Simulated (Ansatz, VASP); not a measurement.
# LaBi in VASP and in Ansatz

Contents of INCAR:

```
PREC = Accurate
ENCUT = 520
EDIFF = 1E-7
ISMEAR = -1
SIGMA = 0.1
LREAL = False
LASPH = True
NELM = 80
ALGO = Normal
ISIF = 2
LWAVE = False
LCHARG = False
NBANDS = 20
```

KPOINTS

```
Automatic mesh
0
Gamma
  6 6 6
```

The input POSCAR:

```
LaBi
1.0
    0.0000000000      3.2825000000      3.2825000000
    3.2825000000      0.0000000000      3.2825000000
    3.2825000000      3.2825000000      0.0000000000
La Bi
1 1
Direct
    0.0000000000      0.0000000000      0.0000000000
    0.5076161462      0.5076161462      0.4923838538
```

Input for Ansatz:

```yaml
crystal:
  lattice:
    - [0.0, 3.2825, 3.2825]
    - [3.2825, 0.0, 3.2825]
    - [3.2825, 3.2825, 0.0]
  atoms:
    - { symbol: La, position: [0.0, 0.0, 0.0] }
    - { symbol: Bi, position: [0.5076161462300076, 0.5076161462300076, 0.4923838537699924] }
kpoints:
  mp_grid:
    grid: [6, 6, 6]
    shift: [0.0, 0.0, 0.0]
hamiltonian:
  xc: lda
scf:
  occupations:
    method: fermi_dirac
output:
  forces: true
```

Alike in both runs: task single point; functional LDA; k mesh 6 × 6 × 6; no spin polarisation.

|  | VASP | Ansatz |
| --- | --- | --- |
| version | VASP 6.6.1 | Ansatz 0.2.0 |
| potentials or method | VASP PAW LDA potentials, release 64 (La, Bi_d) | plane waves, PAW |
| plane-wave cutoff (eV) | 520 | 420 |
| occupations | fermi-dirac, width 0.1 eV | fermi-dirac |
| valence electrons in the cell | 26 | 26 |

|  | VASP | Ansatz | Ansatz less VASP |
| --- | --- | --- | --- |
| rms of the force components (eV/Å) | 0.098 | 0.097 | -0.0010 |

Atom by atom the forces differ by 0.001 eV/Å (rms over components).
